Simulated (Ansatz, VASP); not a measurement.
**Cu2As3 in VASP and in Ansatz**

```xyz
5
Lattice="4.6895 0.0000 0.0000 0.0000 4.6895 0.0000 0.0000 0.0000 4.6895" Properties=species:S:1:pos:R:3 pbc="T T T"
Cu    0.0000    0.0000    0.0000
Cu    2.3448    2.3448    2.3448
As    0.0000    2.3448    2.3448
As    2.3448    0.0000    2.3448
As    2.3448    2.3448    0.0000
```

Alike in both runs: functional PBE; k mesh 8 × 8 × 8; occupations gaussian, width 0.1 eV; no spin polarisation.

Ansatz relaxed the structure, and its values are those at the end. VASP's run is a single point on that final structure, the one shown.

```csv
,VASP,Ansatz
version,VASP 6.6.1,Ansatz 0.2.0
potentials or method,"VASP PAW PBE potentials, release 64 (Cu, As)","scalar-relativistic, plane waves, PAW"
plane-wave cutoff (eV),520,420
valence electrons in the cell,37,83
```

```csv
,VASP,Ansatz,Ansatz less VASP
gap on the k mesh at the Fermi level (eV),none,none,-
pressure (GPa),0.1,0.0,-0.12
```

A gap of «none» marks a metal or a gap that the smearing closes. The two sets of potentials don't hold the same shells in valence.
